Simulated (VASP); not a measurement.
Here is a VASP 6.6.1 calculation.

The input INCAR:

```
PREC = Accurate ; ENCUT = 520
EDIFF = 1E-6 ; ISMEAR = -1
SIGMA = 0.01 ; LREAL = Auto
LASPH = True ; NELM = 80
ALGO = Fast ; ISIF = 2
LWAVE = False ; LCHARG = True
GGA = PE ; LELF = True
LVHAR = True ; NBANDS = 97
```

Contents of KPOINTS:

```
Automatic mesh
0
Gamma
  3 3 3
```

POSCAR

```
B17SbN18
1.0
    7.4947200001      0.0000000000      0.0000000000
   -3.7473600000      6.4906179143      0.0000000000
    0.0000000000      0.0000000000      6.6357000000
Sb B N
1 17 18
Direct
    0.1111111111      0.2222222222      0.2500000000
    0.1111398625      0.5679799652      0.2500000000
    0.1111398625      0.8764932306      0.2500000000
    0.4568401027      0.2221934709      0.2500000000
    0.4568401027      0.5679799652      0.2500000000
    0.4444444444      0.8888888889      0.2500000000
    0.7653533681      0.2221934709      0.2500000000
    0.7777777778      0.5555555556      0.2500000000
    0.7653533681      0.8764932306      0.2500000000
    0.2221226955      0.1112106379      0.7500000000
    0.2221226955      0.4442453909      0.7500000000
    0.2222631000      0.7777982167      0.7500000000
    0.5555351167      0.1110702334      0.7500000000
    0.5554094167      0.4443713750      0.7500000000
    0.5555351167      0.7777982167      0.7500000000
    0.8890879424      0.1112106379      0.7500000000
    0.8889619583      0.4443713750      0.7500000000
    0.8889619583      0.7779239167      0.7500000000
    0.1111111111      0.2222222222      0.7500000000
    0.1111323811      0.5555733065      0.7500000000
    0.1111323811      0.8888924080      0.7500000000
    0.4444409253      0.2222009522      0.7500000000
    0.4444409253      0.5555733065      0.7500000000
    0.4444444444      0.8888888889      0.7500000000
    0.7777600269      0.2222009522      0.7500000000
    0.7777777778      0.5555555556      0.7500000000
    0.7777600269      0.8888924080      0.7500000000
    0.2506274929      0.0827058404      0.2500000000
    0.2506274929      0.5012549858      0.2500000000
    0.2242668834      0.7788001084      0.2500000000
    0.5545332249      0.1090664499      0.2500000000
    0.5557156890      0.4445245111      0.2500000000
    0.5545332249      0.7788001084      0.2500000000
    0.8320783475      0.0827058404      0.2500000000
    0.8888088222      0.4445245111      0.2500000000
    0.8888088222      0.7776176444      0.2500000000
```

Potentials or basis: VASP PAW PBE potentials, release 64 (Sb, B, N).

Command:

```bash
$ cat potpaw_PBE.64/Sb/POTCAR potpaw_PBE.64/B/POTCAR potpaw_PBE.64/N/POTCAR > POTCAR
$ mpirun -np 1 vasp_std > vasp.out
```

Predict the largest force.

0.490 eV/Å.

What does it give for the pressure?

25.1 GPa.

Predict the band gap on the k mesh.

0.01 eV, direct.

Forces in eV/Å, atoms in the order of the input:
```
Sb   0.000  0.000  0.000
B    0.021 -0.021  0.000
B   -0.008  0.029  0.000
B   -0.029 -0.008  0.000
B   -0.021 -0.021  0.000
B    0.000  0.000  0.000
B    0.029 -0.008  0.000
B    0.000  0.000  0.000
B    0.008  0.029  0.000
B    0.003 -0.002  0.000
B    0.000  0.004  0.000
B    0.002  0.001  0.000
B    0.000 -0.002  0.000
B   -0.001 -0.001  0.000
B   -0.002  0.001  0.000
B   -0.003 -0.002  0.000
B    0.001 -0.001  0.000
B    0.000  0.001  0.000
N    0.000  0.000  0.000
N    0.000 -0.002  0.000
N   -0.002  0.001  0.000
N   -0.002  0.001  0.000
N    0.000 -0.002  0.000
N    0.000  0.000  0.000
N    0.002  0.001  0.000
N    0.000  0.000  0.000
N    0.002  0.001  0.000
N    0.424 -0.245  0.000
N    0.000  0.490  0.000
N   -0.002 -0.001  0.000
N    0.000  0.002  0.000
N   -0.020 -0.012  0.000
N    0.002 -0.001  0.000
N   -0.424 -0.245  0.000
N    0.020 -0.012  0.000
N    0.000  0.023  0.000
```

Caveat: so large a pressure means that the cell lies far from this level's equilibrium, or that cutoff or potentials fall short; spin-orbit coupling is left out, which moves the levels of the heavy elements. PBE gaps usually lie below the measured ones, often by a third to a half.
